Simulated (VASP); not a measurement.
Here is the system:

```
BaTiO3
1.0
    3.96612     0.00000     0.00000
    0.00000     3.96612     0.00000
    0.00000     0.00000     4.07732
Ba Ti O
1 1 3
Direct
  0.00000   0.00000   0.00389
  0.50000   0.50000   0.52057
  0.50000   0.50000   0.97100
  0.00000   0.50000   0.48427
  0.50000   0.00000   0.48427
```

Method: PBEsol GGA, VASP's PBE PAW potentials (set 64) (plane waves; VASP). Run with 520 eV cut-off, 10×10×10 Γ-centred mesh, Gaussian smearing of 0.010 eV, potentials Ba_sv Ti_sv O.

Unless said otherwise, spin-orbit coupling is left out, though it shifts the bands of the heavy elements here.

Task: Estimate the energy per atom (σ→0), band gap (on the k-mesh) with the smallest direct gap where there is one.

Result: 
```yaml
band gap (on the k-mesh): 1.77 eV
smallest direct gap (on the k-mesh): 2.21 eV
energy per atom (σ→0): -8.400 eV/atom
```

Only differences to runs with the same potentials and settings are physical.

The compound is BaTiO3 in the tetragonal perovskite structure. It was relaxed first.
